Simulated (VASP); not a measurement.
Energy against volume of CaF₂ (fluorite). These are SCAN meta-GGA, VASP's PBE PAW potentials (set 64) (plane waves; VASP) values and carry that method's errors. Settings: 520 eV cut-off, 7×7×7 Γ-centred mesh, Gaussian smearing of 0.050 eV, potentials Ca_sv F.

```tsv
V (Å³/atom)	E (eV/atom)
13.054	-9.77768
13.458	-9.78126
13.861	-9.77752
14.265	-9.76771
```

Fit these four points and predict the energy of the run at 12.650 Å³/atom.

A cubic in V^(−2/3), the third-order Birch-Murnaghan form, passes through the four points with V0 = 13.44 Å³/atom and B0 = 97 GPa, and gives -9.7652 eV/atom there. The run gave -9.7666 eV/atom, -1.4 meV/atom from the fit; all five points give B0 = 93 GPa.

The compound is CaF2 in the fluorite structure. It was relaxed first.
